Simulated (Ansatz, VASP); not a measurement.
# CsGeCl3 in two plane-wave programs

Aim: how closely do two programs agree when they are given the same cell, functional and k mesh?

Method: plane waves, with VASP 6.6.1 beside it; single point at LDA, in Ansatz 0.2.0.

## 1. Starting point

Symmetry: R3m, No. 160, trigonal system. Conventional cell: a = 7.694 Å, b = 7.694 Å, c = 9.535 Å, α = 90.00°, β = 90.00°, γ = 120.00°. Nearest to Ge lie 3 Cl at 2.37 Å. Nearest to Cs lie 12 Cl at 3.86 to 3.90 Å. Nearest to Cl lie 2 Ge at 2.37 to 3.10 Å and 4 Cs at 3.86 to 3.90 Å. Farther neighbours and most contacts between anions are not listed.

## 2. Ansatz: single point, LDA

Ansatz runs on its default PAW (the set named soft_2) files.

A single point gives forces, pressure and levels at one fixed geometry, so differences don't come from the geometry; what else differs is listed under the comparison.

input.yaml

```yaml
crystal:
  lattice:
    - [7.6936327814, 4.4419209574, 6.3566010672]
    - [-7.6936327814, 4.4419209574, 6.3566010672]
    - [0.0, -8.8838419148, 6.3566010672]
  atoms:
    - { symbol: Ge, position: [0.257766575, 0.257766575, 0.257766575] }
    - { symbol: Cs, position: [0.499201675, 0.499201675, 0.499201675] }
    - { symbol: Cs, position: [0.499201675, 0.499201675, 0.999201675] }
    - { symbol: Cs, position: [0.499201675, 0.999201675, 0.499201675] }
    - { symbol: Cs, position: [0.499201675, 0.999201675, 0.999201675] }
    - { symbol: Cs, position: [0.999201675, 0.499201675, 0.499201675] }
    - { symbol: Cs, position: [0.999201675, 0.499201675, 0.999201675] }
    - { symbol: Cs, position: [0.999201675, 0.999201675, 0.499201675] }
    - { symbol: Cs, position: [0.999201675, 0.999201675, 0.999201675] }
    - { symbol: Ge, position: [0.257766575, 0.257766575, 0.757766575] }
    - { symbol: Ge, position: [0.257766575, 0.757766575, 0.257766575] }
    - { symbol: Ge, position: [0.257766575, 0.757766575, 0.757766575] }
    - { symbol: Ge, position: [0.757766575, 0.257766575, 0.257766575] }
    - { symbol: Ge, position: [0.757766575, 0.257766575, 0.757766575] }
    - { symbol: Ge, position: [0.757766575, 0.757766575, 0.257766575] }
    - { symbol: Ge, position: [0.757766575, 0.757766575, 0.757766575] }
    - { symbol: Cl, position: [0.248356335, 0.248356335, 0.474319085] }
    - { symbol: Cl, position: [0.248356335, 0.248356335, 0.974319085] }
    - { symbol: Cl, position: [0.248356335, 0.748356335, 0.474319085] }
    - { symbol: Cl, position: [0.248356335, 0.748356335, 0.974319085] }
    - { symbol: Cl, position: [0.748356335, 0.248356335, 0.474319085] }
    - { symbol: Cl, position: [0.748356335, 0.248356335, 0.974319085] }
    - { symbol: Cl, position: [0.748356335, 0.748356335, 0.474319085] }
    - { symbol: Cl, position: [0.748356335, 0.748356335, 0.974319085] }
    - { symbol: Cl, position: [0.248356335, 0.474319085, 0.248356335] }
    - { symbol: Cl, position: [0.248356335, 0.474319085, 0.748356335] }
    - { symbol: Cl, position: [0.248356335, 0.974319085, 0.248356335] }
    - { symbol: Cl, position: [0.248356335, 0.974319085, 0.748356335] }
    - { symbol: Cl, position: [0.748356335, 0.474319085, 0.248356335] }
    - { symbol: Cl, position: [0.748356335, 0.474319085, 0.748356335] }
    - { symbol: Cl, position: [0.748356335, 0.974319085, 0.248356335] }
    - { symbol: Cl, position: [0.748356335, 0.974319085, 0.748356335] }
    - { symbol: Cl, position: [0.474319085, 0.248356335, 0.248356335] }
    - { symbol: Cl, position: [0.474319085, 0.248356335, 0.748356335] }
    - { symbol: Cl, position: [0.474319085, 0.748356335, 0.248356335] }
    - { symbol: Cl, position: [0.474319085, 0.748356335, 0.748356335] }
    - { symbol: Cl, position: [0.974319085, 0.248356335, 0.248356335] }
    - { symbol: Cl, position: [0.974319085, 0.248356335, 0.748356335] }
    - { symbol: Cl, position: [0.974319085, 0.748356335, 0.248356335] }
    - { symbol: Cl, position: [0.974319085, 0.748356335, 0.748356335] }
hamiltonian:
  xc: lda
  pseudopotentials: { kind: paw }
kpoints:
  mp_grid: { grid: [2, 2, 2] }
scf:
  occupations: { method: gaussian, width: 0.05 }
  n_extra_bands: 14
output:
  forces: true
  stress: true
  eigenvalues: true
  write_density: true
  write_potential: true
  elf: true
  volumetric_format: npy
```

The run is started by

```
> ansatz run input.yaml --threads 8 --pin off --max-ram 18432MiB --backend cpu --events-out ev --progress --plain --runs-dir out
```

Numbers of over 12 decimals in the logs are rounded to 6 here.

Log:

```text
scf.n_extra_bands = 14 over 176 filled bands (N_el = 352.0): the run solves 190 bands
Engine: ansatz 0.2.0, aarch64-unknown-linux-gnu
Pseudopotentials: kind: paw
Pseudopotential: Ge, paw, valence charge 14, recommended cutoff 420 eV (normal), Ge.paw.azcp
Pseudopotential: Cs, paw, valence charge 9, recommended cutoff 420 eV (normal), Cs.paw.azcp
Pseudopotential: Cl, paw, valence charge 7, recommended cutoff 420 eV (normal), Cl.paw.azcp
Functional definition: SPW92
  exchange = slater_x
  correlation = pw_c
Crystal: 40 atoms, lattice volume = 1303.402 Å³
Basis set: ecut = 420 eV, 25485 PW (Γ)
Bands: 190, of which v1, the nominal top of the filled ones, is band 176 counted from 1 (175 counted from 0)
Symmetry: 48 space group operations
Space group: R3m (ITA 160), of the structure as read, at distance tolerance 1.1e-4 Å
k-points: 4 of 8
Non-local potential: Ge, projectors of the file, l = 0: 2, l = 1: 2, l = 2: 3, l = 3: 1
Non-local potential: Cs, projectors of the file, l = 0: 3, l = 1: 2, l = 2: 2, l = 3: 2
Non-local potential: Cl, projectors of the file, l = 0: 2, l = 1: 2, l = 2: 2
PAW form: soft (Blöchl's): semilocal exchange-correlation on the pseudo side does not see the compensation charge
PAW frozen core: Ge, regenerated for the run's functional, and the local potential with it (the file was generated under x = pbe(κ = 0.804, μ = 0.219515), c = pbe(β = 0.066725))
PAW frozen core: Cs, regenerated for the run's functional, and the local potential with it (the file was generated under x = pbe(κ = 0.804, μ = 0.219515), c = pbe(β = 0.066725))
PAW frozen core: Cl, regenerated for the run's functional, and the local potential with it (the file was generated under x = pbe(κ = 0.804, μ = 0.219515), c = pbe(β = 0.066725))
PAW one-centre angular grid: Ge, 590 points (default); XC on 64 Gauss nodes
PAW one-centre angular grid: Cs, 194 points (default); XC on 64 Gauss nodes
PAW one-centre angular grid: Cl, 110 points (default); XC on 64 Gauss nodes
Initial density: superposition of atomic densities (neutral atoms: chi_scale 0, normalization atom), corrected by the library's trained network
Initial wavefunctions: pseudopotential atomic-orbital guess
Functional: x = slater, c = lda
SCF iter   1: F=—  HF=-102875.122866 eV  |F-HF|=—  |Δ(HF+E_count)|=         —  Δρ=5.24e-3  dr2=3.98e-1  ethr=1.77e-3  ⟨swp⟩=6.5  Hψ=3208  notcnv=0
preconditioner: auto → Resta (q_TF=auto, 2.193 Å⁻¹)  ε∞=3.9  [insulator: Δε(μ)=1.931 eV  Ē_g=9.581 eV  σ=0.050 eV  W_gap=1.00  n_scr=250 (ndim 8)  ℏωp=16.5 eV  f_vac=0.064  D(μ)=0.00/eV (n_scr^D=0)  ε∞_Penn≈3.9]
SCF iter   2: F=—  HF=-102874.998168 eV  |F-HF|=—  |Δ(HF+E_count)|=   1.25e-1  Δρ=2.64e-3  dr2=7.43e-2  ethr=1.13e-4  ⟨swp⟩=2.5  Hψ=1415  notcnv=0  defer=7
SCF iter   3: F=—  HF=-102874.978237 eV  |F-HF|=—  |Δ(HF+E_count)|=   1.99e-2  Δρ=5.58e-4  dr2=5.01e-3  ethr=2.11e-5  ⟨swp⟩=2.5  Hψ=1399  notcnv=0  defer=7
SCF iter   4: F=—  HF=-102874.977673 eV  |F-HF|=—  |Δ(HF+E_count)|=   5.64e-4  Δρ=1.55e-4  dr2=4.97e-4  ethr=1.42e-6  ⟨swp⟩=2.0  Hψ=1357  notcnv=0  defer=7
SCF iter   5: F=—  HF=-102874.977499 eV  |F-HF|=—  |Δ(HF+E_count)|=   1.74e-4  Δρ=7.03e-5  dr2=1.06e-4  ethr=1.41e-7  ⟨swp⟩=2.0  Hψ=1443  notcnv=0  defer=7
SCF iter   6: F=—  HF=-102874.977570 eV  |F-HF|=—  |Δ(HF+E_count)|=   7.05e-5  Δρ=2.12e-5  dr2=1.34e-5  ethr=3.02e-8  ⟨swp⟩=2.2  Hψ=1239  notcnv=0  defer=7
SCF iter   7: F=—  HF=-102874.975985 eV  |F-HF|=—  |Δ(HF+E_count)|=   1.58e-3  Δρ=3.70e-6  dr2=4.49e-7  ethr=3.80e-9  ⟨swp⟩=2.8  Hψ=1208  notcnv=0  defer=7
SCF iter   8: F=-102874.975985 eV  HF=-102874.975985 eV  |F-HF|=7.23e-9  |Δ(HF+E_count)|=   1.89e-8  Δρ=8.90e-7  dr2=1.33e-8  ethr=2.84e-11  ⟨swp⟩=14.0  Hψ=6091  notcnv=0
SCF 1 converged in 8 iterations: F = -102874.975985 eV  dr2 = 1.33e-8
  greatest PAW one-centre occupation: 0.999 electrons in one spin orbital (limit 2), on the Ge atom at site 15 (counted from 0), in its partial waves of l = 2
SCF converged after 8 iterations
Free energy (F): -102874.975985 eV
Harris-Foulkes:  -102874.975985 eV  (|F-HF|=7.23e-9)
Internal energy: -102874.975985 eV  (E = F + TS)
E sigma→0 (E₀):  -102874.975985 eV
Fermi energy:    4.447585 eV
--- Per-component energies (eV) ---
  E_band       = -2760.564529
  E_kinetic    = 5863.697340
  E_local      = -33715.605028  (includes V_loc(G=0)·N_el)
  E_nonlocal   = 4317.046926
  E_hartree    = 13895.302329
  E_xc         = -4513.455625
  E_vxc        = -4430.711200  (∫ρ·V_xc dr)
  E_paw        = -69708.644043  (= ΣΔE_a)
  E_vpaw       = -2585.599651  (= ΣTr[D̂ρ^β])
  E_aug_tail   = 0.004752  (compensation charges beyond the density's cutoff)
  E_ewald      = -19035.325498
  E_core_change = 22.002862  (= ΣΔE_core)
  E_smearing   = -0.000000  (= −TS)
  E_closure    = 0.000000  (closes the sum)
  Σ components = -102874.975985   (vs F -102874.975985, Δ=0.00e0)
--- Forces (eV/Å), atoms counted from 1 ---
  atom   1  Ge     0.00000000    -0.00000000    -0.07253739
  atom   2  Cs    -0.00000000    -0.00000000    -0.01008855
  atom   3  Cs    -0.00000000    -0.00000000    -0.01008855
  atom   4  Cs    -0.00000000    -0.00000000    -0.01008855
  atom   5  Cs    -0.00000000    -0.00000000    -0.01008855
  atom   6  Cs    -0.00000000    -0.00000000    -0.01008855
  atom   7  Cs    -0.00000000    -0.00000000    -0.01008855
  atom   8  Cs    -0.00000000    -0.00000000    -0.01008855
  atom   9  Cs    -0.00000000    -0.00000000    -0.01008855
  atom  10  Ge     0.00000000    -0.00000000    -0.07253739
  atom  11  Ge     0.00000000    -0.00000000    -0.07253739
  atom  12  Ge     0.00000000    -0.00000000    -0.07253739
  atom  13  Ge     0.00000000    -0.00000000    -0.07253739
  atom  14  Ge     0.00000000    -0.00000000    -0.07253739
  atom  15  Ge     0.00000000    -0.00000000    -0.07253739
  atom  16  Ge     0.00000000    -0.00000000    -0.07253739
  atom  17  Cl     0.00000000    -0.02053590     0.02754282
  atom  18  Cl     0.00000000    -0.02053590     0.02754282
  atom  19  Cl     0.00000000    -0.02053590     0.02754282
  atom  20  Cl     0.00000000    -0.02053590     0.02754282
  atom  21  Cl     0.00000000    -0.02053590     0.02754282
  atom  22  Cl     0.00000000    -0.02053590     0.02754282
  atom  23  Cl     0.00000000    -0.02053590     0.02754282
  atom  24  Cl     0.00000000    -0.02053590     0.02754282
[...]
atom  33  Cl     0.01778462     0.01026795     0.02754282
  atom  34  Cl     0.01778462     0.01026795     0.02754282
  atom  35  Cl     0.01778462     0.01026795     0.02754282
  atom  36  Cl     0.01778462     0.01026795     0.02754282
  atom  37  Cl     0.01778462     0.01026795     0.02754282
  atom  38  Cl     0.01778462     0.01026795     0.02754282
  atom  39  Cl     0.01778462     0.01026795     0.02754282
  atom  40  Cl     0.01778462     0.01026795     0.02754282
  max |Σ_I F_I| component: 2.03e-5 eV/Å
--- Stress (GPa, compression-positive) ---
       -1.862290      -0.000000      -0.000000
       -0.000000      -1.862290      -0.000000
       -0.000000      -0.000000      -1.862788
  P = ⅓ Tr σ = -1.8625 GPa (-18.625 kbar)
--- Band table (eV) ---
  k-point 0: bands = [... 172 lower, 2.7181, 2.7181, 2.7181, 3.4642, 5.4318, 5.4318, 5.4485, 5.8148, ... 10 higher]
  k-point 1: bands = [... 172 lower, 2.1864, 2.1864, 2.9447, 2.9447, 5.6228, 5.6228, 5.6708, 5.6708, ... 10 higher]
  k-point 2: bands = [... 172 lower, 2.4058, 2.4058, 2.4404, 2.4404, 5.8446, 5.8446, 5.8485, 5.8485, ... 10 higher]
  k-point 3: bands = [... 172 lower, 1.9184, 1.9184, 1.9184, 1.9184, 7.1181, 7.1181, 7.1181, 7.1181, ... 10 higher]
```

Run time: 27 s. Hardware: 8 threads of Arm Neoverse N1, shared host; peak memory 4.9 GiB; 3.5 min of CPU time.

The run ends at a pressure of -1.86 GPa, with forces up to 0.073 eV/Å.

## 3. VASP: single point, LDA

The same cell, functional (in two slightly different forms), mesh and smearing now go to VASP, with its own data sets and cutoff.

Lines of VASP's logs that name or quote its potential files are left out, and so is its time.

INCAR

```
SYSTEM = CsGeCl3
PREC = Accurate
ENCUT = 400
EDIFF = 1E-05
NELM = 100
ISMEAR = 0
SIGMA = 0.05
LREAL = Auto
ALGO = Fast
GGA = CA
LWAVE = .FALSE.
LCHARG = .FALSE.
NCORE = 8
ICORELEVEL = 1
```

POSCAR

```
CsGeCl3
1.0
    7.6936327814      4.4419209574      6.3566010672
   -7.6936327814      4.4419209574      6.3566010672
    0.0000000000     -8.8838419148      6.3566010672
Ge Cs Ge Cl
1 8 7 24
Direct
    0.2577665750      0.2577665750      0.2577665750
    0.4992016750      0.4992016750      0.4992016750
    0.4992016750      0.4992016750      0.9992016750
    0.4992016750      0.9992016750      0.4992016750
    0.4992016750      0.9992016750      0.9992016750
    0.9992016750      0.4992016750      0.4992016750
    0.9992016750      0.4992016750      0.9992016750
    0.9992016750      0.9992016750      0.4992016750
    0.9992016750      0.9992016750      0.9992016750
    0.2577665750      0.2577665750      0.7577665750
    0.2577665750      0.7577665750      0.2577665750
    0.2577665750      0.7577665750      0.7577665750
    0.7577665750      0.2577665750      0.2577665750
    0.7577665750      0.2577665750      0.7577665750
    0.7577665750      0.7577665750      0.2577665750
    0.7577665750      0.7577665750      0.7577665750
    0.2483563350      0.2483563350      0.4743190850
    0.2483563350      0.2483563350      0.9743190850
    0.2483563350      0.7483563350      0.4743190850
    0.2483563350      0.7483563350      0.9743190850
    0.7483563350      0.2483563350      0.4743190850
    0.7483563350      0.2483563350      0.9743190850
    0.7483563350      0.7483563350      0.4743190850
    0.7483563350      0.7483563350      0.9743190850
    0.2483563350      0.4743190850      0.2483563350
    0.2483563350      0.4743190850      0.7483563350
    0.2483563350      0.9743190850      0.2483563350
    0.2483563350      0.9743190850      0.7483563350
    0.7483563350      0.4743190850      0.2483563350
    0.7483563350      0.4743190850      0.7483563350
    0.7483563350      0.9743190850      0.2483563350
    0.7483563350      0.9743190850      0.7483563350
    0.4743190850      0.2483563350      0.2483563350
    0.4743190850      0.2483563350      0.7483563350
    0.4743190850      0.7483563350      0.2483563350
    0.4743190850      0.7483563350      0.7483563350
    0.9743190850      0.2483563350      0.2483563350
    0.9743190850      0.2483563350      0.7483563350
    0.9743190850      0.7483563350      0.2483563350
    0.9743190850      0.7483563350      0.7483563350
```

KPOINTS

```
Automatic mesh
0
Gamma
2 2 2
0 0 0
```

The projector-augmented-wave data sets are Ge_d, Cs_sv, Ge_d and Cl (PBE family, release 64).

The run is started by

```
> mpirun -np 8 vasp_std
```

Log:

```text
[banner, memory and clock lines left out]
running    8 mpi-ranks, on    1 nodes
[...]
|                                                                             |
|           W    W    AA    RRRRR   N    N  II  N    N   GGGG   !!!           |
|           W    W   A  A   R    R  NN   N  II  NN   N  G    G  !!!           |
|           W    W  A    A  R    R  N N  N  II  N N  N  G       !!!           |
|           W WW W  AAAAAA  RRRRR   N  N N  II  N  N N  G  GGG   !            |
|           WW  WW  A    A  R   R   N   NN  II  N   NN  G    G                |
|           W    W  A    A  R    R  N    N  II  N    N   GGGG   !!!           |
|                                                                             |
|     For optimal performance we recommend to set                             |
|       NCORE = 2 up to number-of-cores-per-socket                            |
|     NCORE specifies how many cores store one orbital (NPAR=cpu/NCORE).      |
|     This setting can greatly improve the performance of VASP for DFT.       |
[...]
|     I HOPE YOU KNOW WHAT YOU ARE DOING!                                     |
|                                                                             |

 LDA part: xc-table for (Slater(with rela. corr.)+CA(PZ))
 , standard interpolation
 POSCAR, INCAR and KPOINTS ok, starting setup
[...]
entering main loop
       N       E                     dE             d eps       ncg     rms          rms(c)
DAV:   1     0.519718486092E+04    0.51972E+04   -0.10692E+05  1776   0.194E+03
DAV:   2     0.941096411021E+03   -0.42561E+04   -0.41178E+04  1872   0.537E+02
DAV:   3    -0.556533017624E+02   -0.99675E+03   -0.95977E+03  2012   0.217E+02
DAV:   4    -0.156466760711E+03   -0.10081E+03   -0.99300E+02  1984   0.803E+01
[...]
RMM:  13    -0.158030055290E+03   -0.21913E-03   -0.14206E-03  2700   0.723E-02    0.681E-02
RMM:  14    -0.158029970353E+03    0.84936E-04   -0.99073E-05  2280   0.254E-02    0.460E-02
RMM:  15    -0.158029924614E+03    0.45739E-04   -0.62745E-04  2289   0.362E-02    0.274E-02
WARNING in EDDRMM: call to ZHEGV failed, returncode =   8  4    182
RMM:  16    -0.158029911445E+03    0.13169E-04   -0.46622E-05  1967   0.160E-02    0.147E-02
RMM:  17    -0.158029912586E+03   -0.11406E-05   -0.16448E-05  1286   0.856E-03
   1 F= -.15802991E+03 E0= -.15802991E+03  d E =-.326278E-15
```

Parts of OUTCAR (step 3):

```text
  Total      -15.2414813    -15.2414813    -15.2768772      0.0000000      0.0000000      0.0000000
  in kB      -18.7352405    -18.7352405    -18.7787502      0.0000000      0.0000000      0.0000000
  external PRESSURE =     -18.7497438 kB  Pullay stress =       0.0000000 kB

 POSITION                                       TOTAL-FORCE (eV/Angst)
 -----------------------------------------------------------------------------------
      0.00000      0.00000      4.91556         0.000000      0.000000     -0.108869
      0.00000      0.00000      9.51968         0.000000      0.000000     -0.007643
      0.00000     -4.44192     12.69798         0.000000      0.000002     -0.007643
     -3.84682      2.22096     12.69798         0.000002     -0.000001     -0.007643
     -3.84682     -2.22096     15.87628         0.000005      0.000003     -0.007655
      3.84682      2.22096     12.69798        -0.000002     -0.000001     -0.007643
      3.84682     -2.22096     15.87628        -0.000005      0.000003     -0.007655
      0.00000      4.44192     15.87628         0.000000     -0.000006     -0.007655
      0.00000      0.00000     19.05458         0.000000      0.000000     -0.007651
      0.00000     -4.44192      8.09386         0.000000     -0.000011     -0.108973
     -3.84682      2.22096      8.09386        -0.000009      0.000005     -0.108973
     -3.84682     -2.22096     11.27216         0.000019      0.000011     -0.108895
      3.84682      2.22096      8.09386         0.000009      0.000005     -0.108973
      3.84682     -2.22096     11.27216        -0.000019      0.000011     -0.108895
[...]
-----------------------------------------------------------------------------------
    total drift:                               -0.000000     -0.000230     -0.020324

  FREE ENERGIE OF THE ION-ELECTRON SYSTEM (eV)
  ---------------------------------------------------
  free  energy   TOTEN  =      -158.0299125858 eV

  energy  without entropy=     -158.0299125858  energy(sigma->0) =     -158.02991259

[... 3 further parts left out ...]
[key lines of the parts left out:]
E-fermi :   1.4800
```

These are scalar-relativistic Kohn-Sham levels of the ground state, with no core hole, so they are not binding energies.

## 4. Differences

Known differences besides the potentials themselves: the two LDA forms differ slightly; the cutoff is 420 eV in Ansatz and 400 eV in VASP (PREC = Accurate, projectors in real space); Ansatz makes its cores anew for this functional, VASP keeps those of its PBE data sets; VASP's log shows a relativistic correction to its local exchange, Ansatz's none. Total energies have different zeros and are not compared.

Compared:

```tsv
quantity	Ansatz	VASP	difference
pressure (GPa)	-1.86	-1.87	+0.01
gap on the k mesh (eV)	1.968	1.950	+0.017
```

Forces on 7 of the 40 atoms, those with the largest forces and the largest differences (eV/Å; atoms numbered as in POSCAR):

```tsv
atom	Ansatz x, y, z	VASP x, y, z
Ge10	0.000, 0.000, -0.073	0.000, 0.000, -0.109
Ge11	0.000, 0.000, -0.073	0.000, 0.000, -0.109
Ge12	0.000, 0.000, -0.073	0.000, 0.000, -0.109
Ge13	0.000, 0.000, -0.073	0.000, 0.000, -0.109
Ge14	0.000, 0.000, -0.073	0.000, 0.000, -0.109
Ge15	0.000, 0.000, -0.073	0.000, 0.000, -0.109
Ge16	0.000, 0.000, -0.073	0.000, 0.000, -0.109
```

The forces differ by 12 meV/Å r.m.s., which is 33.8 % of the r.m.s. force of 0.04 eV/Å (both taken over all components). A gap on the mesh is an upper bound, since the band edges may lie between its points. Ansatz's pressure holds a Pulay correction of 0.01 GPa; VASP's holds none.

## 5. Other set-ups

Further runs change the set-up of one program: Ansatz's method, potentials or start, or VASP's data sets, cutoff or form of LDA. The table gives Ansatz less VASP for each quantity, since a change that brings one quantity closer may part another.

```tsv
run	r.m.s. force difference (meV/Å)	pressure (GPa)	gap on the k mesh (eV)
as above	12	0.013	0.017
cores kept as stored	11	0.027	0.013
norm-conserving potentials (cutoff 1061 eV)	10	0.016	0.021
```

## 6. Summary of results

```
r.m.s. force difference (single point, LDA) : 12 meV/Å
```

**Reading.** The r.m.s. force difference is 12 meV/Å (single point, LDA), at about the 12 meV/Å picked in this series as the mark of a large difference. Single point, LDA, cores kept as stored: the difference in pressure goes from 0.013 to 0.027 GPa. 1 further run of this series is not shown here. How closely two codes agree says nothing of how well the functional describes the real material.

[Lines on the potential files, build, host, timing and source positions are cut from VASP's logs without a mark.]

[Logs are printed without paths, hosts, clocks, repeated set-up lines and the standing remarks that a program may print on its own settings, such as how far it seeks lower states.]

[Hosts, paths, dates, database ids (printed as entryN), source tags and the programs' standing remarks are cut or masked in the printed files.]
